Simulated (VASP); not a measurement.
```yaml
crystal:
  lattice:
    - [1.61670, -2.80021, 0.00000]
    - [1.61670, 2.80021, 0.00000]
    - [0.00000, 0.00000, 3.60060]
  atoms:
    - { symbol: Zr, position: [0.00000, 0.00000, 0.00000] }
    - { symbol: B, position: [0.33333, 0.66667, 0.50000] }
    - { symbol: B, position: [0.66667, 0.33333, 0.50000] }
```

The base run (VASP): PBE GGA, plane waves, VASP's PBE PAW potentials (set 64). Run with 520 eV cut-off, 10×10×8 Γ-centred mesh, first-order Methfessel-Paxton smearing of 0.10 eV, potentials Zr_sv B.

The base run took about 10 core-seconds. Times come from single runs on busy shared machines, so they are rough: good to a factor of about 2.

Pressures at a finite cut-off, here 520 eV, hold a Pulay part, which wasn't tested here.

```json
[
 {"setting": "GGA = RP", "cost over the base run": "within a factor of 2", "electronic steps": "12", "pressure (GPa)": "-8.52"},
 {"setting": "IVDW = 13", "cost over the base run": "within a factor of 2", "electronic steps": "12", "pressure (GPa)": "-16.79"},
 {"setting": "base run", "cost over the base run": "reference", "electronic steps": "12", "pressure (GPa)": "-11.76"},
 {"setting": "GGA = AM", "cost over the base run": "within a factor of 2", "electronic steps": "12", "pressure (GPa)": "-16.74"},
 {"setting": "GGA = 91", "cost over the base run": "within a factor of 2", "electronic steps": "12", "pressure (GPa)": "-11.28"},
 {"setting": "GGA = RE", "cost over the base run": "within a factor of 2", "electronic steps": "12", "pressure (GPa)": "-9.31"},
 {"setting": "GGA removed, LMIXTAU = .TRUE., METAGGA = R2SCAN", "cost over the base run": "about 5 times", "electronic steps": "20", "pressure (GPa)": "-12.06"}
]
```

Left out are runs that failed, have no time on record or changed the cell.

The compound is ZrB2 in the AlB2 type structure. The cell was not relaxed at this level.
